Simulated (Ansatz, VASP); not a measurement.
## Two plane-wave programs on BeAs

The input INCAR:

```
SYSTEM = BeAs
PREC     = Accurate       ! precision mode
ENCUT    = 520            ! plane-wave cutoff, eV
EDIFF    = 1E-7           ! SCF threshold, eV
ISMEAR   = 0              ! smearing method
SIGMA    = 0.1            ! smearing width, eV
LREAL    = .False.        ! projectors in reciprocal space
LASPH    = .True.         ! aspherical terms in the spheres
NELM     = 80             ! most SCF steps
ALGO     = Normal         ! electronic algorithm
ISIF     = 2              ! what is computed and relaxed
LWAVE    = .False.        ! write WAVECAR
LCHARG   = .True.         ! write CHGCAR
GGA      = PE             ! functional
LELF     = .True.         ! ELF
LVHAR    = .True.       
NBANDS   = 10             ! bands
```

Contents of KPOINTS:

```
Automatic mesh
0
Gamma
  6 6 6
  0 0 0
```

The input POSCAR:

```
BeAs
1.0
    3.0774008952      0.0000000000      0.0000000000
    0.0000000000      3.0774008952      0.0000000000
    0.0000000000      0.0000000000      3.0774008952
Be As
1 1
Direct
    0.0000000000      0.0000000000      0.0000000000
    0.5000000000      0.5000000000      0.5000000000
```

Input for Ansatz:

```yaml
crystal:
  lattice:
    - [3.0774008952, 0.0, 0.0]
    - [0.0, 3.0774008952, 0.0]
    - [0.0, 0.0, 3.0774008952]
  atoms:
    - { symbol: Be, position: [0.0, 0.0, 0.0] }
    - { symbol: As, position: [0.5, 0.5, 0.5] }
basis:
  ecutwfc: 420
kpoints:
  mp_grid: { grid: [6, 6, 6] }
hamiltonian:
  xc: pbe
scf:
  occupations: { method: gaussian, width: 0.1 }
  lower_state_search: "off"
output:
  forces: true
  stress: true
  eigenvalues: true
```

Alike in both runs: task single point; functional PBE; k mesh 6 × 6 × 6; occupations gaussian, width 0.1 eV; no spin polarisation.

```csv
,VASP,Ansatz
version,VASP 6.6.1,Ansatz 0.2.0
potentials or method,"VASP PAW PBE potentials, release 64 (Be, As)","scalar-relativistic, plane waves, PAW"
plane-wave cutoff (eV),520,420
valence electrons in the cell,7,17
```

```tsv
	VASP	Ansatz	Ansatz less VASP
gap on the k mesh at the Fermi level (eV)	none	none	-
pressure (GPa)	-2.2	-2.4	-0.14
```

A gap of «none» marks a metal or a gap that the smearing closes. The two sets of potentials don't hold the same shells in valence.
